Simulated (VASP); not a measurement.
VASP input:

**INCAR**
```
! general
SYSTEM  = TiSe2
PREC    = Accurate
ENCUT   = 520   ! plane-wave cut-off (eV)
LREAL   = F   ! projection in real space or not
LASPH   = T   ! aspherical one-centre terms

! electronic loop
EDIFF   = 1E-7   ! SCF stop (eV)
NELM    = 100
ALGO    = Normal   ! blocked Davidson
LMAXMIX = 4   ! l cut-off of mixed one-centre charges

! smearing
ISMEAR  = -5

! functional
GGA     = RP

! ions
ISIF    = 2   ! forces and stress, cell fixed

! output
LWAVE   = F
LCHARG  = T
LORBIT  = 11   ! lm-projected
NEDOS   = 601   ! DOS grid

! other
LEFG    = T
```

KPOINTS:
```
K-points
0
gamma
11 11 5
0 0 0
```

### POSCAR
```
TiSe2
1
    1.7910278435    -3.1021512958     0.0000000000
    1.7910278435     3.1021512958     0.0000000000
    0.0000000000     0.0000000000     7.6981795888
Ti Se
1 2
Direct
  0.0000000000   0.0000000000   0.0000000000
  0.3333330000   0.6666670000   0.2016253677
  0.6666670000   0.3333330000   0.7983746323
```

POTCAR, in this order: Ti_sv Se (PBE.64 set). Program: vasp_std.

**Question.** Write an equivalent input for Ansatz.

**Answer.** One equivalent input (not run):
Ansatz 0.2 input:
```yaml
crystal:
  lattice:
    - [1.7910278, -3.1021513, 0.0000000]
    - [1.7910278, 3.1021513, 0.0000000]
    - [0.0000000, 0.0000000, 7.6981796]
  atoms:
    - { symbol: Ti, position: [0.0000000, 0.0000000, 0.0000000] }
    - { symbol: Se, position: [0.3333330, 0.6666670, 0.2016254] }
    - { symbol: Se, position: [0.6666670, 0.3333330, 0.7983746] }
kpoints:
  mp_grid: { grid: [11, 11, 5] }
hamiltonian:
  xc: rpbe
  pseudopotentials: { kind: paw }
scf:
  occupations: { method: tetrahedron }
  max_iter: 100
output: { forces: true, stress: true, eigenvalues: true }
```
The two are equivalent in intent, not identical: each code has its own PAW files, so the cut-off isn't converted (ENCUT is set for VASP's; basis.ecutwfc is left out, and Ansatz then takes the one that its files recommend); Ansatz stops its SCF on the density residual and VASP on the energy change (EDIFF); the field gradients of LEFG aren't asked of the other code.

The compound is TiSe2 in the 1T layered structure. It was relaxed first, which changed the volume by +31 %.
